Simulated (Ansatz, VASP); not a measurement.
## Two plane-wave programs on Cs3Ge2S3

Contents of INCAR:

```
PREC     = Accurate       # precision mode
ENCUT    = 600            # plane-wave cutoff, eV
EDIFF    = 1E-7           # SCF threshold, eV
ISMEAR   = 0              # smearing method
SIGMA    = 0.1            # smearing width, eV
LREAL    = False          # projectors in reciprocal space
LASPH    = True           # aspherical terms in the spheres
NELM     = 100            # most SCF steps
ALGO     = Normal         # electronic algorithm
ISIF     = 3              # what is computed and relaxed
LWAVE    = False          # write WAVECAR
LCHARG   = False          # write CHGCAR
GGA      = PE             # functional
IBRION   = 2              # ionic algorithm
NSW      = 100            # ionic steps
EDIFFG   = -0.01          # ionic threshold
```

The input KPOINTS:

```
Automatic mesh
0
Gamma
  6 6 6
```

Contents of POSCAR:

```
Cs3Ge2S3
1.0
    6.5467000759      0.0000000000      0.0000000000
    0.0000000000      6.5467000759      0.0000000000
    0.0000000000      0.0000000000      6.5467000759
Cs Ge S
3 2 3
Direct
    0.5000000000      0.0000000000      0.0000000000
    0.0000000000      0.5000000000      0.0000000000
    0.0000000000      0.0000000000      0.5000000000
    0.5000000000      0.5000000000      0.5000000000
    0.0000000000      0.0000000000      0.0000000000
    0.0000000000      0.5000000000      0.5000000000
    0.5000000000      0.0000000000      0.5000000000
    0.5000000000      0.5000000000      0.0000000000
```

Input for Ansatz:

```yaml
crystal:
  lattice:
    - [6.5467000759, 0.0, 0.0]
    - [0.0, 6.5467000759, 0.0]
    - [0.0, 0.0, 6.5467000759]
  atoms:
    - { symbol: Cs, position: [0.5, 0.0, 0.0] }
    - { symbol: Cs, position: [0.0, 0.5, 0.0] }
    - { symbol: Cs, position: [0.0, 0.0, 0.5] }
    - { symbol: Ge, position: [0.5, 0.5, 0.5] }
    - { symbol: Ge, position: [0.0, 0.0, 0.0] }
    - { symbol: S, position: [0.0, 0.5, 0.5] }
    - { symbol: S, position: [0.5, 0.0, 0.5] }
    - { symbol: S, position: [0.5, 0.5, 0.0] }
basis:
  ecutwfc: 420
kpoints:
  mp_grid: { grid: [6, 6, 6] }
hamiltonian:
  xc: pbe
scf:
  occupations: { method: gaussian, width: 0.1 }
output:
  forces: true
  stress: true
  eigenvalues: true
relax:
  adjacent_minimum: "off"
  f_tol: 0.01
  max_steps: 80
  cell: { stress_tol: 0.05 }
```

Alike in both runs: task relaxation of cell and atoms; functional PBE; k mesh 6 × 6 × 6; occupations gaussian, width 0.1 eV; no spin polarisation.

|  | VASP | Ansatz |
| --- | --- | --- |
| version | VASP 6.6.1 | Ansatz 0.2.0 |
| potentials or method | VASP PAW PBE potentials, release 64 (Cs_sv, Ge_d, S) | scalar-relativistic, plane waves, PAW |
| plane-wave cutoff (eV) | 600 | 420 |
| valence electrons in the cell | 73 | 73 |

```tsv
	VASP	Ansatz	Ansatz less VASP
gap on the k mesh at the Fermi level, each at its own relaxed structure (eV)	none	none	-
relaxed volume (Å³/atom)	35.65	35.48	-0.165
relaxed cell length with the largest relative difference (Å)	6.582	6.572	-0.0102
```

A gap of «none» marks a metal or a gap that the smearing closes.

The runs have no spin-orbit coupling, so splittings on Cs are missing.
